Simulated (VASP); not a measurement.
# Relaxed cell of Europium: a test of cutoff and mesh

How far does the relaxed cell of Europium depend on cutoff and k mesh? The starting structure is a measured crystal structure from the Crystallography Open Database. The first relaxation on each setting starts from this cell expanded by 3 % in volume.

Calculated with VASP 6.6.1; Kohn-Sham DFT with plane waves and PAW; PBEsol.

## (1) Set-up

Symmetry: Im-3m, No. 229, cubic system. Conventional cell: a = 4.551 Å, b = 4.551 Å, c = 4.551 Å, α = 90.00°, β = 90.00°, γ = 90.00°. Nearest to Eu lie 8 Eu at 3.94 Å.

## (2) Reference relaxation

This run starts from the cell of an earlier relaxation, which isn't shown; the restart sets up the plane waves anew.

Contents of INCAR:

```
SYSTEM = Eu
PREC = Accurate
ENCUT = 450
EDIFF = 1E-06
NELM = 150
ISMEAR = 1
SIGMA = 0.15
LREAL = .FALSE.
ALGO = Normal
GGA = PS
NBANDS = 20
ISPIN = 2
MAGMOM = 7
LASPH = .TRUE.
LMAXMIX = 6
AMIX = 0.2
BMIX = 1E-04
AMIX_MAG = 0.8
BMIX_MAG = 1E-04
LORBIT = 11
LWAVE = .FALSE.
LCHARG = .FALSE.
KPAR = 4
IBRION = 2
NSW = 50
ISIF = 3
EDIFFG = -0.006
```

Contents of POSCAR:

```
Eu
1.0
   -2.1042393059      2.1042393059      2.1042393059
    2.1042393059     -2.1042393059      2.1042393059
    2.1042393059      2.1042393059     -2.1042393059
Eu
1
Direct
    0.0000000000      0.0000000000      0.0000000000
```

Contents of KPOINTS:

```
Automatic mesh
0
Gamma
14 14 14
0 0 0
```

PAW data sets: Eu (PBE family, release 64).

The run is started by

```console
$ mpirun -np 4 vasp_std
```

The log of the run:

```text
[banner, memory and clock lines left out]
running    4 mpi-ranks, on    1 nodes
 distrk:  each k-point on    1 cores,    4 groups
 distr:  one band on    1 cores,    1 groups

 POSCAR found type information on POSCAR Eu
 POSCAR found :  1 types and       1 ions
|                                                                             |
|               ----> ADVICE to this user running VASP <----                  |
|                                                                             |
|     You enforced a specific xc type in the INCAR file but a different       |
|     [... a line on the potential file left out ...]
|     I HOPE YOU KNOW WHAT YOU ARE DOING!                                     |
|                                                                             |

 LDA part: xc-table for (Slater+PW92), standard interpolation
 POSCAR, INCAR and KPOINTS ok, starting setup
 FFT: planning ... GRIDC
 FFT: planning ... GRID_SOFT
 FFT: planning ... GRID
 WAVECAR not read
 entering main loop
       N       E                     dE             d eps       ncg     rms          rms(c)
DAV:   1     0.928142123347E+02    0.92814E+02   -0.59015E+03 10872   0.336E+03
DAV:   2     0.395878320837E+01   -0.88855E+02   -0.78650E+02 10648   0.278E+02
DAV:   3    -0.761784100563E+01   -0.11577E+02   -0.11287E+02 12056   0.802E+01
DAV:   4    -0.927853067333E+01   -0.16607E+01   -0.16484E+01 16252   0.215E+01
DAV:   5    -0.933657139279E+01   -0.58041E-01   -0.57996E-01 12304   0.513E+00    0.299E+01
DAV:   6    -0.115675720144E+02   -0.22310E+01   -0.51138E-01 11044   0.784E+00    0.139E+01
DAV:   7    -0.116677184647E+02   -0.10015E+00   -0.31566E-01 13644   0.884E+00    0.109E+01
DAV:   8    -0.116666937377E+02    0.10247E-02   -0.46990E-02 13988   0.389E+00    0.808E+00
DAV:   9    -0.116708869504E+02   -0.41932E-02   -0.16790E-02 12904   0.168E+00    0.166E+00
DAV:  10    -0.116733229533E+02   -0.24360E-02   -0.50547E-03 13460   0.113E+00    0.128E+00
DAV:  11    -0.116741499978E+02   -0.82704E-03   -0.32305E-03 12472   0.974E-01    0.359E-01
DAV:  12    -0.116743550647E+02   -0.20507E-03   -0.20457E-03 14288   0.816E-01    0.117E-01
DAV:  13    -0.116743455259E+02    0.95388E-05   -0.15947E-04 14660   0.209E-01    0.672E-02
DAV:  14    -0.116743582325E+02   -0.12707E-04   -0.66857E-05 11768   0.149E-01    0.630E-02
DAV:  15    -0.116743610142E+02   -0.27817E-05   -0.10051E-05 14448   0.425E-02    0.384E-02
DAV:  16    -0.116743588947E+02    0.21195E-05   -0.14202E-05 10136   0.680E-02    0.680E-03
DAV:  17    -0.116743590883E+02   -0.19365E-06   -0.66310E-07  7180   0.146E-02
   1 F= -.11674359E+02 E0= -.11676730E+02  d E =-.116744E+02  mag=     7.2128
 curvature:   0.00 expect dE= 0.000E+00 dE for cont linesearch  0.000E+00
 trial: gam= 0.00000 g(F)=  0.600E-61 g(S)=  0.104E-02 ort = 0.000E+00 (trialstep = 0.100E+01)
 search vector abs. value=  0.104E-02
 bond charge predicted
       N       E                     dE             d eps       ncg     rms          rms(c)
DAV:   1    -0.119387697162E+02   -0.26441E+00   -0.10955E+00 11836   0.118E+01    0.137E+01
DAV:   2    -0.120619876214E+02   -0.12322E+00   -0.36305E+00  9780   0.455E+01    0.103E+01
DAV:   3    -0.118062902000E+02    0.25570E+00   -0.36642E-01 10496   0.132E+01    0.559E+00
DAV:   4    -0.117047072995E+02    0.10158E+00   -0.14281E-01 11680   0.816E+00    0.310E+00
DAV:   5    -0.116900989218E+02    0.14608E-01   -0.17859E-02 15232   0.206E+00    0.223E+00
DAV:   6    -0.116828230163E+02    0.72759E-02   -0.39742E-03 13672   0.123E+00    0.160E+00
DAV:   7    -0.116761867023E+02    0.66363E-02   -0.88959E-03 11064   0.187E+00    0.613E-01
DAV:   8    -0.116750708169E+02    0.11159E-02   -0.24678E-03 15956   0.746E-01    0.306E-01
DAV:   9    -0.116749490536E+02    0.12176E-03   -0.66030E-04 16108   0.304E-01    0.271E-01
DAV:  10    -0.116747642131E+02    0.18484E-03   -0.14179E-04 15840   0.144E-01    0.433E-01
DAV:  11    -0.116751006824E+02   -0.33647E-03   -0.67360E-04 14536   0.366E-01    0.286E-01
DAV:  12    -0.116750780126E+02    0.22670E-04   -0.16294E-04 13884   0.161E-01    0.138E-01
DAV:  13    -0.116750885014E+02   -0.10489E-04   -0.18395E-05 14568   0.664E-02    0.763E-02
DAV:  14    -0.116750673688E+02    0.21133E-04   -0.60752E-05 10264   0.145E-01    0.180E-02
DAV:  15    -0.116750671441E+02    0.22465E-06   -0.12000E-05 13984   0.508E-02    0.161E-02
DAV:  16    -0.116750674120E+02   -0.26789E-06   -0.72575E-07  8696   0.612E-03
   2 F= -.11675067E+02 E0= -.11677573E+02  d E =-.708324E-03  mag=     7.2097
 trial-energy change:   -0.000708  1 .order   -0.000679   -0.001041   -0.000316
 step:   1.3287(harm=  1.4366)  dis= 0.00000  next Energy=   -11.675120 (dE=-0.761E-03)
 bond charge predicted
       N       E                     dE             d eps       ncg     rms          rms(c)
DAV:   1    -0.116910790223E+02   -0.16012E-01   -0.77812E-02 11872   0.388E+00    0.301E+00
DAV:   2    -0.116871156645E+02    0.39634E-02   -0.22138E-01  9892   0.911E+00    0.265E+00
DAV:   3    -0.116764271123E+02    0.10689E-01   -0.28785E-02 10164   0.342E+00    0.684E-01
DAV:   4    -0.116754226540E+02    0.10045E-02   -0.40656E-03 11636   0.121E+00    0.169E-01
DAV:   5    -0.116752120260E+02    0.21063E-03   -0.61891E-04 16012   0.405E-01    0.101E-01
DAV:   6    -0.116752055501E+02    0.64759E-05   -0.54965E-05 12624   0.425E-02    0.696E-02
DAV:   7    -0.116751615090E+02    0.44041E-04   -0.64022E-05 14768   0.378E-02    0.828E-02
DAV:   8    -0.116751626238E+02   -0.11149E-05   -0.35009E-05 12108   0.104E-01    0.749E-02
DAV:   9    -0.116751850419E+02   -0.22418E-04   -0.11254E-04 13824   0.165E-01    0.812E-02
DAV:  10    -0.116751521097E+02    0.32932E-04   -0.12555E-04 12628   0.194E-01    0.255E-02
DAV:  11    -0.116751556002E+02   -0.34905E-05   -0.16053E-05 15476   0.220E-02    0.156E-02
DAV:  12    -0.116751561466E+02   -0.54640E-06   -0.72930E-07  7756   0.678E-03
   3 F= -.11675156E+02 E0= -.11677648E+02  d E =-.797058E-03  mag=     7.2089
 curvature:  -0.67 expect dE=-0.184E-05 dE for cont linesearch -0.184E-05
 trial: gam=-0.04862 g(F)=  0.180E-60 g(S)=  0.273E-05 ort = 0.533E-04 (trialstep = 0.107E+01)
 search vector abs. value=  0.728E-08
 reached required accuracy - stopping structural energy minimisation
```

Elapsed: 2.4 min, on 4 MPI ranks of Intel Xeon Platinum 8259CL at 2.50GHz (Skylake/Cascade Lake), shared host; peak memory 0.98 GiB; 9.6 min of CPU time.

Lines that name or quote the potential files are left out of all logs, and their timing lines are given in words.

From OUTCAR (step 2):

```text
ion  position               nearest neighbor table
   1  0.000  0.000  0.000-

  LATTYP: Found a body centered cubic cell.
 ALAT       =     4.2084786118

 Subroutine GETGRP returns: Found 48 space group operations
 (whereof 48 operations were pure point group operations)

The static configuration has the point symmetry O_h .

 Found    104 irreducible k-points:

   k-points           NKPTS =    104   k-points in BZ     NKDIM =    104   number of bands    NBANDS=     20

   dimension x,y,z NGX =    28 NGY =   28 NGZ =   28
   dimension x,y,z NGXF=    56 NGYF=   56 NGZF=   56

   ENCUT  =  450.0 eV  33.07 Ry    5.75 a.u.   6.30  6.30  6.30*2*pi/ulx,y,z

   NELECT =      17.0000    total number of electrons

 k-points in reciprocal lattice and weights: Automatic mesh
   0.00000000  0.00000000  0.00000000       0.000
   0.07142857  0.00000000  0.00000000       0.004
   0.14285714  0.00000000  0.00000000       0.004
   0.21428571  0.00000000  0.00000000       0.004
   0.28571429  0.00000000  0.00000000       0.004
   0.35714286  0.00000000  0.00000000       0.004
   0.42857143  0.00000000  0.00000000       0.004
   0.50000000  0.00000000  0.00000000       0.002
   0.07142857  0.07142857  0.00000000       0.009
[...]
0.50000000  0.50000000  0.42857143       0.004
   0.50000000  0.50000000  0.50000000       0.000

 average (electrostatic) potential at core
       1 -40.2569

 E-fermi :   2.4885

 spin component 1
 k-point     1 :       0.0000    0.0000    0.0000
  band No.  band energies     occupation
    ...
      8       1.9635      1.00000
      9       2.1865      1.00766
     10       2.1865      1.00766
     11       2.1865      1.00766
     12       2.2373      1.01967
     13       4.3844     -0.00000
     14       4.3844     -0.00000
     15       4.3844     -0.00000
     16       6.4140      0.00000
     17       6.4140      0.00000
    ...

 k-point     2 :       0.0714    0.0000    0.0000
  band No.  band energies     occupation
    ...
      8       1.9676      1.00001
      9       2.1771      1.00622
     10       2.1807      1.00675
     11       2.1822      1.00696
     12       2.2225      1.01549
     13       4.2878     -0.00000
     14       4.3530     -0.00000
     15       4.5422     -0.00000
     16       6.2589      0.00000
     17       6.4206      0.00000
    ...

 k-point     3 :       0.1429    0.0000    0.0000
  band No.  band energies     occupation
    ...
      8       1.9810      1.00001
      9       2.1504      1.00324
     10       2.1530      1.00347
     11       2.1727      1.00561
     12       2.2068      1.01163
     13       4.0346     -0.00000
     14       4.1938     -0.00000
     15       4.9947     -0.00000
     16       6.0283      0.00000
     17       6.4510      0.00000
    ...

 k-point     4 :       0.2143    0.0000    0.0000
  band No.  band energies     occupation
    ...
      8       2.0044      1.00002
      9       2.1057      1.00092
     10       2.1244      1.00160
     11       2.1645      1.00461
     12       2.2039      1.01100
     13       3.7027     -0.00000
     14       3.8664     -0.00000
     15       5.6992      0.00000
     16       6.0195      0.00000
     17       6.5285      0.00000
    ...

 k-point     5 :       0.2857    0.0000    0.0000
  band No.  band energies     occupation
    ...
      8       2.0399      1.00010
      9       2.0678      1.00027
     10       2.1025      1.00083
     11       2.1636      1.00451
     12       2.2045      1.01112
     13       3.3650     -0.00000
     14       3.5480     -0.00000
     15       6.1922      0.00000
     16       6.6085      0.00000
     17       6.6698      0.00000
    ...

 k-point     6 :       0.3571    0.0000    0.0000
  band No.  band energies     occupation
    ...
      8       2.0419      1.00011
      9       2.0870      1.00051
     10       2.1077      1.00097
     11       2.1702      1.00529
     12       2.2057      1.01139
     13       3.0729     -0.00000
     14       3.4579     -0.00000
     15       6.3657      0.00000
     16       6.8669      0.00000
     17       7.6513      0.00000
    ...

  Total       -0.0043453     -0.0043453     -0.0043453      0.0000000      0.0000000      0.0000000
  in kB       -0.1898836     -0.1898836     -0.1898836      0.0000000      0.0000000      0.0000000
  external PRESSURE =      -0.1898836 kB  Pullay stress =       0.0000000 kB

  energy-cutoff  :      450.00
  volume of cell :       36.66
      direct lattice vectors                 reciprocal lattice vectors
    -2.092801153  2.092801153  2.092801153     0.000000000  0.238914241  0.238914241
     2.092801153 -2.092801153  2.092801153     0.238914241  0.000000000  0.238914241
     2.092801153  2.092801153 -2.092801153     0.238914241  0.238914241  0.000000000

 POSITION                                       TOTAL-FORCE (eV/Angst)
 -----------------------------------------------------------------------------------
      0.00000      0.00000     -0.00000         0.000000      0.000000      0.000000
 -----------------------------------------------------------------------------------
    total drift:                               -0.000000     -0.000000     -0.000000

  FREE ENERGIE OF THE ION-ELECTRON SYSTEM (eV)
  ---------------------------------------------------
  free  energy   TOTEN  =       -11.6751561466 eV

  energy  without entropy=      -11.6826308950  energy(sigma->0) =      -11.67764773

 reached required accuracy - stopping structural energy minimisation

 total charge
# of ion       s       p       d       f       tot
--------------------------------------------------
    1        2.090   5.670   0.361   6.603  14.725

 magnetization (x)
# of ion       s       p       d       f       tot
--------------------------------------------------
    1        0.000  -0.081   0.136   6.599   6.653

[... 6 further parts left out ...]
```

The cell holds one magnetic atom, so no antiferromagnetic order fits into it. Experiment finds antiferromagnetic order in this phase (below 90 K, arxiv:1203.3387), so this ferromagnetic run describes another state. The PAW data sets were made with PBE, which is usual practice but a small mismatch for other functionals. The run keeps the 48 symmetry operations of its start, so it cannot find a distortion of lower symmetry.

The reference relaxation ends at 36.664 Å³ an atom. Pressures at 0.985 and 1.015 times this volume, from two more relaxations that aren't shown, give a bulk modulus of 17.3 GPa.

(Continued in part 2 of 2.)

[Lines on the potential files, build, host, timing and source positions are cut from VASP's logs without a mark.]

[Logs are printed without paths, hosts, clocks, repeated set-up lines and the standing remarks that a program may print on its own settings, such as how far it seeks lower states.]

[Hosts, paths, dates, database ids (printed as entryN), source tags and the programs' standing remarks are cut or masked in the printed files.]
